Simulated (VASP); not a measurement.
Crystal: Sn2GeO3.

```xyz
6
Lattice="4.4022 0.0000 0.0000 -2.2011 3.8124 0.0000 0.0000 0.0000 6.0738" Properties=species:S:1:pos:R:3 pbc="T T T"
Sn    0.0000    2.5416    4.7600
Sn    2.2011    1.2708    1.3139
Ge    0.0000    0.0000    0.0000
O     2.2011    0.0000    0.0000
O    -1.1006    1.9062    0.0000
O     1.1006    1.9062    0.0000
```

The cell was built by a generator and needn't be a form met in nature.

```yaml
Program: VASP 6.6.1
Task: relaxation of cell and atoms
Functional: PBE
Potentials_or_basis: VASP PAW PBE potentials, release 64 (Sn_d, Ge_d, O)
Cutoff: 520 eV
k_mesh: 4 × 4 × 3
Occupations: gaussian, width 0.15 eV
Spin: no spin polarisation
```

At the start: pressure 59.8 GPa; volume 16.99 Å³/atom.

Q: How do energy, volume and symmetry change on relaxing?

A: Over 22 steps the energy falls by 1281.7 meV/atom and the volume is 23.12 Å³/atom (+36.1 %); space group P-3m1 (No. 164, to 0.05 Å).

Step by step:
```tsv
step	energy change (eV)	largest force (eV/Å)	pressure (GPa)	volume (Å³)
1	0.0000	12.4245	59.82	101.94
2	4.9406	3.4549	-19.80	226.89
3	40.4374	4.3739	-6.37	139.92
4	8.8274	2.7534	0.60	133.31
5	-4.6607	1.9411	1.66	131.59
6	-6.2479	1.9241	0.71	130.95
7	-5.4721	1.8107	17.28	115.84
8	-6.2482	1.7502	1.40	129.71
9	-6.2501	1.5685	2.85	128.88
10	-7.1111	1.3260	0.61	135.63
11	-7.6285	0.5025	-2.93	146.61
12	-7.6365	0.5784	-2.17	145.01
13	-7.6326	0.8737	2.66	138.40
14	-7.6721	0.0338	0.04	141.69
15	-7.6722	0.1087	0.08	141.60
16	-7.6766	0.0912	0.10	141.25
17	-7.6814	0.1527	-0.24	140.61
18	-7.6795	0.2959	-0.17	139.26
19	-7.6824	0.2361	0.01	140.01
20	-7.6859	0.0233	-0.99	139.72
21	-7.6859	0.0288	-0.63	139.73
22	-7.6900	0.0259	-0.26	138.69
```

Final structure:
```
CELL_PARAMETERS angstrom
5.37297 0.00000 0.00000
-2.68649 4.65313 0.00000
0.00000 0.00000 5.54754
ATOMIC_POSITIONS crystal
Sn 0.33333 0.66667 0.76430
Sn 0.66667 0.33333 0.23570
Ge 0.00000 0.00000 0.00000
O 0.50000 0.00000 0.00000
O 0.00000 0.50000 0.00000
O 0.50000 0.50000 0.00000
```

Caveat: the k mesh is coarse (spacing up to 0.41 Å⁻¹), so the values aren't converged; the volume moved by over 15 % at a fixed basis, so the end points are rough.
